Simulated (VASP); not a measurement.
Wanted: the native input for a VASP 6.6.1 run.

| Quantity | Value |
| --- | --- |
| Task | single point |
| Functional | PBE |
| Potentials or basis | VASP PAW PBE potentials, release 64 (Ni) |
| Cutoff | 350 eV |
| k mesh | 20 × 20 × 20 |
| Occupations | gaussian, width 0.1 eV |
| Spin | collinear spin, ferromagnetic start |
| Starting moments | [0.8] μB |
| Further INCAR settings | ALGO = Normal; EDIFF = 1e-07; NBANDS = 15 |

The structure of Ni lies in POSCAR:

```
Ni                                      
1.0
    0.0000000000      1.7032705712      1.7032705712
    1.7032705712      0.0000000000      1.7032705712
    1.7032705712      1.7032705712     -0.0000000000
  Ni            
     1
Direct
     0.0000000000000000    0.0000000000000000    0.0000000000000000
```

The cell isn't the ideal one: a relaxed cell with its volume scaled by 0.91.

The input as run:

INCAR

```
SYSTEM = Ni
PREC = Accurate
ENCUT = 350
EDIFF = 1E-7
ISMEAR = 0
SIGMA = 0.1
LREAL = .False.
LASPH = .True.
NELM = 100
ALGO = Normal
ISIF = 2
LWAVE = .False.
LCHARG = .False.
ISPIN = 2
MAGMOM = 0.8
LORBIT = 11
LMAXMIX = 4
GGA = PE
NBANDS = 15
```

KPOINTS

```
regular mesh
0
Gamma
  20 20 20
  0 0 0
```

Potentials or basis: VASP PAW PBE potentials, release 64 (Ni).

The run is started by

```console
$ cat potpaw_PBE.64/Ni/POTCAR > POTCAR
$ mpirun -np 1 vasp_std > vasp.out
```

It gave:

```json
{
 "Pressure": "23.6 GPa",
 "Band gap on the k mesh": "none (metal or under the smearing width)",
 "Net moment": "0.62 μB per cell",
 "Site moments": "Ni +0.62 μB",
 "Valence electrons inside the program's atomic spheres": "Ni 9.49"
}
```

Caveat: so large a pressure means that the cell lies far from this level's equilibrium, or that cutoff or potentials fall short.

It took 39 s on 1 thread of AMD EPYC 9R14 (Zen 4), on a shared host, peak memory 0.12 GiB.
